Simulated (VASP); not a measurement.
Set up this calculation in VASP 6.6.1, as the native input.

```
Task                   : single point
Functional             : r2SCAN
Potentials or basis    : VASP PAW PBE potentials, release 64 (Si, B)
Cutoff                 : 520 eV
k mesh                 : 12 × 12 × 6
Occupations            : gaussian, width 0.1 eV
Spin                   : no spin polarisation
Further INCAR settings : ALGO = Normal; EDIFF = 1e-06; NBANDS = 16
```

The structure of Si2B3 lies in POSCAR:

```
Si2B3                                   
1.0
    3.0707464795      0.0000000000      0.0000000000
   -1.5353732447      2.6593444617      0.0000000000
    0.0000000000      0.0000000000      5.7838467753
  Si              B             
     2     3
Direct
     0.6666666699999979    0.3333333300000021    0.8107426515218421
     0.3333333300000021    0.6666666699999979    0.1892573484781579
     0.0000000000000000    0.0000000000000000    0.0000000000000000
     0.3333333300000021    0.6666666699999979    0.5289033267486545
     0.6666666699999979    0.3333333300000021    0.4710966732513455
```

The cell was built by a generator and needn't be a form met in nature.

These files were run (other wordings do the same):

INCAR

```
SYSTEM = Si2B3
PREC = Accurate
ENCUT = 520
EDIFF = 1E-6
ISMEAR = 0
SIGMA = 0.1
LREAL = .False.
LASPH = .True.
NELM = 150
ALGO = Normal
ISIF = 2
LWAVE = .False.
LCHARG = .False.
METAGGA = R2SCAN
LMIXTAU = .True.
NBANDS = 16
KPAR = 2
```

KPOINTS

```
Automatic mesh
0
Gamma
  12 12 6
  0 0 0
```

Potentials or basis: VASP PAW PBE potentials, release 64 (Si, B).

Launch:

```console
$ cat potpaw_PBE.64/Si/POTCAR potpaw_PBE.64/B/POTCAR > POTCAR
$ mpirun -np 2 vasp_std > vasp.out
```

Results of the run:

* Pressure: -2.5 GPa
* Largest force: 0.064 eV/Å
* Band gap on the k mesh: none (metal or under the smearing width)

Caveat: the PAW data sets were made with another functional, which shifts forces and pressure a little.

It took 2.4 min on 2 MPI ranks on Intel(R) Xeon(R) Platinum 8488C (Sapphire Rapids), with other jobs on the host, peak memory 0.2 GiB a rank.
